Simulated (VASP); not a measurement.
```
CoTi
1.0
    2.92310     0.00000     0.00000
    0.00000     2.92310     0.00000
    0.00000     0.00000     2.92310
Ti Co
1 1
Direct
  0.00000   0.00000   0.00000
  0.50000   0.50000   0.50000
```

Computed with PBE GGA, VASP's PBE PAW potentials (set 64) (plane waves; VASP 6.6.1). Run with 300 eV cut-off, 15×15×15 Γ-centred mesh, Gaussian smearing of 0.27 eV, potentials Ti_sv Co.

The run has a spin-polarised start.

Give the spin-up energies of bands 5 to 15 at the high-symmetry points, in eV from the Fermi level.

```csv
band,Γ,X,M,R
5,-7.88,-4.35,-4.83,-2.82
6,-4.37,-3.84,-4.12,-2.82
7,-4.37,-3.07,-2.82,-2.82
8,-1.84,-1.94,-2.82,-2.27
9,-1.84,-1.94,-1.25,-2.27
10,-1.84,-1.43,-0.57,-2.27
11,0.62,-0.84,0.74,-1.22
12,0.62,-0.31,0.74,-1.22
13,2.91,0.68,1.24,3.44
14,2.91,0.68,2.71,3.44
15,2.91,2.40,2.71,7.51
```

Give the spin-down energies of bands 5 to 15 at the high-symmetry points, in eV from the Fermi level.

```tsv
band	Γ	X	M	R
5	-7.88	-4.11	-4.57	-2.48
6	-3.91	-3.88	-3.94	-2.48
7	-3.91	-2.21	-2.51	-2.48
8	-1.46	-1.53	-2.51	-2.27
9	-1.46	-1.53	-0.18	-2.27
10	-1.46	-0.99	0.20	-2.27
11	1.03	-0.91	0.73	-0.15
12	1.03	0.54	0.73	-0.15
13	3.00	0.70	1.36	3.41
14	3.00	0.70	2.85	3.41
15	3.00	2.42	2.85	7.72
```

It has no gap at this level: it comes out as a metal or semimetal.

The structure comes from a computed database's TiCo entry; how it stands against other phases isn't given here. The cell was not relaxed at this level.
